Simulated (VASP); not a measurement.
The system is CdS.

```
CELL_PARAMETERS angstrom
4.16889 0.00000 0.00000
-2.08444 3.61036 0.00000
0.00000 0.00000 6.78016
ATOMIC_POSITIONS crystal
Cd 0.66667 0.33333 0.50019
Cd 0.33333 0.66667 0.00019
S 0.66667 0.33333 0.87681
S 0.33333 0.66667 0.37681
```

The cell is a database's computed one.

Base run:

```yaml
Program: VASP 6.6.1
Functional: HSE06
Potentials_or_basis: VASP PAW PBE potentials, release 64 (Cd, S)
Cutoff: 450 eV
k_mesh: 6 × 6 × 4
Occupations: gaussian, width 0.02 eV
Spin: no spin polarisation
```

Its results: band gap on the k mesh 2.20 eV, direct; pressure 0.1 GPa; largest force 0.003 eV/Å.

Q: The run is repeated on the same cell with these changes: functional from HSE06 to PBE0. What comes out?

A: Band gap on the k mesh 2.83 eV, direct; pressure -0.1 GPa; largest force 0.003 eV/Å.

Caveats: the PAW data sets were made with another functional, which shifts forces and pressure a little.
